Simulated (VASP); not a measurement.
# GaGe15 (F-43m) in VASP: relaxation of cell and atoms with PBEsol

Aim: the relaxation of cell and atoms of GaGe15 with PBEsol.

Everything below comes from runs of VASP 6.6.1. Logs are shortened: lines on timing, memory, paths and dates and some standing lists are left out, and cuts for length are marked.

## 1. The crystal as given

It takes space group F-43m (No. 216, cubic). The conventional cell has a = 11.349 Å, b = 11.349 Å, c = 11.349 Å, α = 90.00°, β = 90.00°, γ = 90.00°. Around Ga (site symmetry -43m) lie 4 Ge at 2.46 Å. Around Ge (site symmetry 3m) lie 1 Ga at 2.46 Å and 3 Ge at 2.46 Å. Ge (site symmetry 2mm) has 4 Ge at 2.46 Å as nearest neighbours. Around Ge (site symmetry 3m) lie 4 Ge at 2.46 Å. Around Ge (site symmetry -43m) lie 4 Ge at 2.46 Å.

The cell was built by a generator and needn't be a form met in nature.

## 2. Relaxation of cell and atoms, PBEsol

INCAR

```
SYSTEM = GaGe15
ALGO = Normal
EDIFF = 1E-7
EDIFFG = -0.01
ENCUT = 600
GGA = PS
IBRION = 2
ISIF = 3
ISMEAR = 0
LASPH = .True.
LCHARG = .False.
LREAL = .False.
LWAVE = .False.
NELM = 100
NSW = 40
PREC = Accurate
SIGMA = 0.05
```

KPOINTS

```
k-points
0
Gamma
  6 6 6
  0 0 0
```

POSCAR

```
GaGe15
1.0
    0.0000000000      5.6747000000      5.6747000000
    5.6747000000      0.0000000000      5.6747000000
    5.6747000000      5.6747000000      0.0000000000
Ga Ge
1 15
Direct
    0.0000000000      0.0000000000      0.0000000000
    0.1250000000      0.1250000000      0.1250000000
    0.0000000000      0.0000000000      0.5000000000
    0.1250000000      0.1250000000      0.6250000000
    0.0000000000      0.5000000000      0.0000000000
    0.1250000000      0.6250000000      0.1250000000
    0.0000000000      0.5000000000      0.5000000000
    0.1250000000      0.6250000000      0.6250000000
    0.5000000000      0.0000000000      0.0000000000
    0.6250000000      0.1250000000      0.1250000000
    0.5000000000      0.0000000000      0.5000000000
    0.6250000000      0.1250000000      0.6250000000
    0.5000000000      0.5000000000      0.0000000000
    0.6250000000      0.6250000000      0.1250000000
    0.5000000000      0.5000000000      0.5000000000
    0.6250000000      0.6250000000      0.6250000000
```

Potentials or basis: VASP PAW PBE potentials, release 64 (Ga_d, Ge_d).

The run is started by

```console
$ cat potpaw_PBE.64/Ga_d/POTCAR potpaw_PBE.64/Ge_d/POTCAR > POTCAR
$ mpirun -np 1 vasp_std > vasp.out
```

OUTCAR:

```text
SYSTEM = GaGe15
   EDIFF = 1E-7
   EDIFFG = -0.01
   ENCUT = 600
   GGA = PS
   IBRION = 2
   ISIF = 3
   ISMEAR = 0
   LASPH = .True.
   LREAL = .False.
   NELM = 100
   NSW = 40
   PREC = Accurate

 ion  position               nearest neighbor table
   1  0.000  0.000  0.000-   4 2.46   6 2.46  10 2.46   2 2.46
   2  0.125  0.125  0.125-   3 2.46   5 2.46   9 2.46   1 2.46
   3  0.000  0.000  0.500-   2 2.46   8 2.46  12 2.46   4 2.46
   4  0.125  0.125  0.625-   1 2.46   7 2.46  11 2.46   3 2.46
   5  0.000  0.500  0.000-   2 2.46   8 2.46  14 2.46   6 2.46
   6  0.125  0.625  0.125-   1 2.46   7 2.46  13 2.46   5 2.46
[... 8 lines left out ...]
  15  0.500  0.500  0.500-   8 2.46  12 2.46  14 2.46  16 2.46
  16  0.625  0.625  0.625-   7 2.46  11 2.46  13 2.46  15 2.46

  LATTYP: Found a face centered cubic cell.
 ALAT       =    11.3494000000

  Lattice vectors:

 A1 = (   0.0000000000,   5.6747000000,   5.6747000000)
 A2 = (   5.6747000000,   0.0000000000,   5.6747000000)
 A3 = (   5.6747000000,   5.6747000000,   0.0000000000)

Analysis of symmetry for initial positions (statically):
=====================================================================
 Subroutine PRICEL returns:
 Original cell was already a primitive cell.

 Routine SETGRP: Setting up the symmetry group for a
 face centered cubic supercell.

 Subroutine GETGRP returns: Found 24 space group operations
 (whereof 24 operations were pure point group operations)
 out of a pool of 48 trial point group operations.

The static configuration has the point symmetry T_d .

Analysis of symmetry for dynamics (positions and initial velocities):
=====================================================================
 Subroutine PRICEL returns:
 Original cell was already a primitive cell.

 Routine SETGRP: Setting up the symmetry group for a
 face centered cubic supercell.

 Subroutine GETGRP returns: Found 24 space group operations
 (whereof 24 operations were pure point group operations)
 out of a pool of 48 trial point group operations.

The dynamic configuration has the point symmetry T_d .

 Subroutine INISYM returns: Found 24 space group operations
 (whereof 24 operations are pure point group operations),
 and found     1 'primitive' translations

----------------------------------------------------------------------------------------

                                     Primitive cell

  volume of cell :     365.4759

  direct lattice vectors                    reciprocal lattice vectors
     0.000000000  5.674700000  5.674700000    -0.088110385  0.088110385  0.088110385
     5.674700000  0.000000000  5.674700000     0.088110385 -0.088110385  0.088110385
     5.674700000  5.674700000  0.000000000     0.088110385  0.088110385 -0.088110385

  length of vectors
     8.025237702  8.025237702  8.025237702     0.152611663  0.152611663  0.152611663

  position of ions in fractional coordinates (direct lattice)
     0.000000000  0.000000000  0.000000000
     0.125000000  0.125000000  0.125000000
     0.000000000  0.000000000  0.500000000
     0.125000000  0.125000000  0.625000000
     0.000000000  0.500000000  0.000000000
     0.125000000  0.625000000  0.125000000
[... 8 lines left out ...]
     0.500000000  0.500000000  0.500000000
     0.625000000  0.625000000  0.625000000

  ion indices of the primitive-cell ions
   primitive index   ion index
                 1           1
                 2           2
                 3           3
                 4           4
                 5           5
                 6           6
[... 8 lines left out ...]
                15          15
                16          16

----------------------------------------------------------------------------------------

 KPOINTS: k-points

Automatic generation of k-mesh.
 Grid dimensions read from file:
 generate k-points for:    6    6    6

 Generating k-lattice:

  Cartesian coordinates                     Fractional coordinates (reciprocal lattice)
    -0.014685064  0.014685064  0.014685064     0.166666667  0.000000000  0.000000000
     0.014685064 -0.014685064  0.014685064     0.000000000  0.166666667  0.000000000
     0.014685064  0.014685064 -0.014685064     0.000000000  0.000000000  0.166666667

  Length of vectors
     0.025435277  0.025435277  0.025435277

  Shift w.r.t. Gamma in fractional coordinates (k-lattice)
     0.000000000  0.000000000  0.000000000

 Subroutine IBZKPT returns following result:
 ===========================================

 Found     16 irreducible k-points:

 Following reciprocal coordinates:
            Coordinates               Weight
  0.000000  0.000000  0.000000      1.000000
  0.166667  0.000000  0.000000      8.000000
  0.333333  0.000000  0.000000      8.000000
  0.500000  0.000000  0.000000      4.000000
  0.166667  0.166667  0.000000      6.000000
  0.333333  0.166667  0.000000     24.000000
[... 8 lines left out ...]
 -0.333333  0.333333  0.166667     24.000000
 -0.333333  0.500000  0.166667     12.000000
   k-points           NKPTS =     16   k-points in BZ     NKDIM =     16   number of bands    NBANDS=    133
   number of dos      NEDOS =    301   number of ions     NIONS =     16
   total plane-waves  NPLWV = 262144
   dimension x,y,z NGX =    64 NGY =   64 NGZ =   64
   dimension x,y,z NGXF=   128 NGYF=  128 NGZF=  128
   ions per type =               1  15
   NGX,Y,Z   is equivalent  to a cutoff of  13.26, 13.26, 13.26 a.u.
   NGXF,Y,Z  is equivalent  to a cutoff of  26.52, 26.52, 26.52 a.u.
 SYSTEM =  GaGe15
   PREC   = accura    normal or accurate (medium, high low for compatibility)
   ISTART =      0    job   : 0-new  1-cont  2-samecut
   ICHARG =      2    charge: 1-file 2-atom 10-const
   ISPIN  =      1    spin polarized calculation?
   LNONCOLLINEAR =      F non collinear calculations
   LSORBIT =      F    spin-orbit coupling
   LASPH  =      T    aspherical Exc in radial PAW
   ENCUT  =  600.0 eV  44.10 Ry    6.64 a.u.  16.03 16.03 16.03*2*pi/ulx,y,z
   NELM   =    100;   NELMIN=  2; NELMDL= -5     # of ELM steps
   EDIFF  = 0.1E-06   stopping-criterion for ELM
   LREAL  =      F    real-space projection
   EDIFFG = -.1E-01   stopping-criterion for IOM
   NSW    =     40    number of steps for IOM
   IBRION =      2    ionic relax: 0-MD 1-quasi-New 2-CG
   NFREE  =      1    steps in history (QN), initial steepest desc. (CG)
   ISIF   =      3    stress and relaxation
   ISYM   =      2    0-nonsym 1-usesym 2-fastsym
   POTIM  = 0.5000    time-step for ionic-motion
   TEBEG  =    0.0;   TEEND  =   0.0 temperature during run
   PSTRESS=    0.0 pullay stress
   NELECT =     223.0000    total number of electrons
   NUPDOWN=      -1.0000    fix difference up-down
   EMIN   =  10.00;   EMAX   =-10.00  energy-range for DOS
   EFERMI =   0.00;   METHOD = LEGACY
   ISMEAR =     0;   SIGMA  =   0.05  broadening in eV -4-tet -1-fermi 0-gaus
   EFERMI_NEDOS =   21; number of points for ismear=-14 and -15
   IALGO  =     38    algorithm
   IMIX   =      4    mixing-type and parameters
     AMIX     =   0.40;   BMIX     =  1.00
     AMIX_MAG =   1.60;   BMIX_MAG =  1.00
  volume/ion in A,a.u.               =      22.84       154.15
  Fermi-wavevector in a.u.,A,eV,Ry     =   1.388535  2.623951 26.232439  1.928030
  Thomas-Fermi vector in A             =   2.512652
   LORBIT       =      0    0 simple, 1 ext, 2 COOP (PROOUT), +10 PAW based schemes
   GGA     = PS    functional components
   LHFCALC =     F    Hartree Fock is set to
   AEXX    =    0.0000 exact exchange contribution
   IVDW    =     0    specifies the selected vdW correction
   LEPSILON=     F    determine dielectric tensor
   LRPA    =     F    only Hartree local field effects (RPA)
 conjugate gradient relaxation of ions
 non-spin polarized calculation
 Gauss-broadening in eV      SIGMA  =   0.05
  energy-cutoff  :      600.00
  volume of cell :      365.48
 maximum number of plane-waves:     12230
   NGX = 33   NGY = 33   NGZ = 33

--------------------------------------- Ionic step        1  -------------------------------------------

 number of electron     223.0000155 magnetization

 Free energy of the ion-electron system (eV)
  ---------------------------------------------------
  ext. energy  EPLUGINS =         0.00000000
  ---------------------------------------------------
  free energy    TOTEN  =       -77.15877312 eV

  energy without entropy =      -77.15290709  energy(sigma->0) =      -77.15584011

------------------------ aborting loop because EDIFF is reached ----------------------------------------

  FORCE on cell =-STRESS in cart. coord.  units (eV):
  Direction    XX          YY          ZZ          XY          YZ          ZX
  --------------------------------------------------------------------------------------
  -------------------------------------------------------------------------------------
  Total        0.0159397      0.0159397      0.0159397      0.0000000      0.0000000     -0.0000000
  in kB        0.0698768      0.0698768      0.0698768      0.0000000      0.0000000     -0.0000000
  external PRESSURE =       0.0698768 kB  Pullay stress =       0.0000000 kB
[... 185 lines left out ...]
  energy  without entropy=      -77.1926404998  energy(sigma->0) =      -77.19551002

--------------------------------------- Ionic step        5  -------------------------------------------

 number of electron     223.0000037 magnetization

 Free energy of the ion-electron system (eV)
  ---------------------------------------------------
  ext. energy  EPLUGINS =         0.00000000
  ---------------------------------------------------
  free energy    TOTEN  =       -77.19836744 eV

  energy without entropy =      -77.19262736  energy(sigma->0) =      -77.19549740

 E-fermi :   4.1336     XC(G=0): -10.0877

 val. band max:        4.0993184309   @ k =   0.5000   0.1667   0.0000
 cond. band min:       4.1441708222   @ k =   0.5000   0.0000   0.0000
 fundamental gap:      0.0448523914
 Fermi energy:         4.1335593797

 k-point     1 :       0.0000    0.0000    0.0000
  band No.  band energies     occupation
      1     -20.1546      2.00000
      2     -20.1546      2.00000
      3     -20.1546      2.00000
      4     -20.1498      2.00000
      5     -20.1498      2.00000
      6     -20.1498      2.00000
[... 2005 lines left out ...]
    122       7.8104      0.00000
    123       8.1121      0.00000
 [bands above 123 left out]

------------------------ aborting loop because EDIFF is reached ----------------------------------------

  FORCE on cell =-STRESS in cart. coord.  units (eV):
  Direction    XX          YY          ZZ          XY          YZ          ZX
  --------------------------------------------------------------------------------------
  -------------------------------------------------------------------------------------
  Total        0.0479941      0.0479941      0.0479941     -0.0000000     -0.0000000      0.0000000
  in kB        0.2106085      0.2106085      0.2106085     -0.0000000     -0.0000000      0.0000000
  external PRESSURE =       0.2106085 kB  Pullay stress =       0.0000000 kB
[... 31 lines left out ...]
  FREE ENERGIE OF THE ION-ELECTRON SYSTEM (eV)
  ---------------------------------------------------
  free  energy   TOTEN  =       -77.1983674413 eV

  energy  without entropy=      -77.1926273612  energy(sigma->0) =      -77.19549740

 reached required accuracy - stopping structural energy minimisation
```

Wall time 1.8 h (1 thread of Intel Xeon Platinum 8488C (Sapphire Rapids), shared host); peak memory 1 GiB.

Results:

| Quantity | Value |
| --- | --- |
| Free energy | -77.1984 eV |
| Relaxed volume | 22.82 Å³/atom |
| Relaxed cell | a = 8.023 Å, b = 8.023 Å, c = 8.023 Å, α = 60.00°, β = 60.00°, γ = 60.00° |
| Space group after relaxing (to 0.05 Å) | F-43m (No. 216) |
| Energy gained by relaxing | 2.5 meV/atom |
| Ionic steps | 5 |
| Pressure after relaxing | 0.0 GPa |
| Band gap on the k mesh | none (metal or under the smearing width) |

The path:
```tsv
step	energy change (eV)	largest force (eV/Å)	pressure (GPa)	volume (Å³)
1	0.0000	0.3069	0.01	365.48
2	-0.0275	0.1646	-0.02	365.53
3	-0.0393	0.0453	-0.04	365.59
4	-0.0396	0.0104	0.00	365.24
5	-0.0396	0.0021	0.02	365.11
```

Final structure:
```xyz
16
Lattice="0.0000 5.6728 5.6728 5.6728 0.0000 5.6728 5.6728 5.6728 0.0000" Properties=species:S:1:pos:R:3 pbc="T T T"
Ga    0.0000    0.0000    0.0000
Ge    1.3998    1.3998    1.3998
Ge    2.8364    2.8364    0.0265
Ge    4.2730    4.2730    1.3998
Ge    2.8364    0.0265    2.8364
Ge    4.2730    1.3998    4.2730
Ge    5.6463    2.8364    2.8364
Ge    7.0962    4.2494    4.2494
Ge    0.0265    2.8364    2.8364
Ge    1.3998    4.2730    4.2730
Ge    2.8364    5.6463    2.8364
Ge    4.2494    7.0962    4.2494
Ge    2.8364    2.8364    5.6463
Ge    4.2494    4.2494    7.0962
Ge    5.6728    5.6728    5.6728
Ge    7.0962    7.0962    7.0962
```

Caveat: the PAW data sets were made with another functional, which shifts forces and pressure a little.
